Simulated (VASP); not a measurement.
An input for Quantum ESPRESSO's pw.x (written as the equivalent of a VASP run, and not itself run):

```
&CONTROL
  calculation = 'scf'
  pseudo_dir = './pseudo'
  outdir = './out'
  tprnfor = .true.
  tstress = .true.
/
&SYSTEM
  ibrav = 0
  nat = 2
  ntyp = 2
  ecutwfc = 84
  occupations = 'smearing'
  smearing = 'methfessel-paxton'
  degauss = 0.00735
  input_dft = 'pbe'
/
&ELECTRONS
  conv_thr = 7.3e-08
  electron_maxstep = 100
/
ATOMIC_SPECIES
  Zr 91.224 Zr.upf
  N 14.007 N.upf
CELL_PARAMETERS angstrom
     0.0000000    2.2275650    2.3574380
     2.2802970    0.0000000    2.3574380
     2.2802970    2.2275650    0.0000000
ATOMIC_POSITIONS crystal
  Zr   0.0000000  0.0000000  0.0000000
  N    0.4870510  0.5129490  0.5129490
K_POINTS automatic
  2 2 2 1 1 1
```

Write the VASP files for the same calculation (PBE).

This is not unique; one that fits is 
**KPOINTS**
```
Automatic mesh
0
Monkhorst-Pack
2 2 2
0 0 0
```

**POSCAR**
```
ZrN
3.2433870
  0.0000000000   0.6868020992   0.7268444993
  0.7030604118   0.0000000000   0.7268444993
  0.7030604118   0.6868020992   0.0000000000
Zr N
1 1
Cartesian
  0.0000000000   0.0000000000   0.0000000000
  0.7212682704   0.6868020992   0.7268444993
```

### INCAR
```
! general
SYSTEM   =  ZrN
PREC     =  Accurate
ENCUT    =  520   ! plane-wave cut-off (eV)
LREAL    =  .FALSE.   ! projection in real space or not
LASPH    =  .TRUE.

! electronic loop
EDIFF    =  1E-6   ! SCF stop (eV)
NELM     =  100
ALGO     =  Normal
LMAXMIX  =  4   ! l cut-off of mixed one-centre charges

! smearing
ISMEAR   =  1
SIGMA    =  0.1   ! width (eV)

! functional
GGA      =  PE   ! PBE

! ions
ISIF     =  2

! output
LWAVE    =  .FALSE.
LCHARG   =  .FALSE.
```

POTCAR, in this order: Zr_sv N (PBE.64 set). Program: vasp_std.

Limits of the translation: the potentials are each code's own (VASP's PAW set, PseudoDojo norm-conserving files in pw.x), so ENCUT and ecutwfc are chosen apart and not converted; conv_thr bounds pw.x's estimated SCF error, while EDIFF bounds the energy change between steps; an even Monkhorst-Pack mesh in KPOINTS is the half-step-shifted mesh of pw.x.

The compound is ZrN in the rock salt structure. The cell was not relaxed at this level, atoms are displaced from their ideal sites. The k-mesh is coarse (spacing up to 1.19 per Å, 2π included), so the numbers may not be converged in it. The run is one of a series of settings (KPOINTS 2×2×2 Monkhorst-Pack mesh against the base run), some of them coarse on purpose.
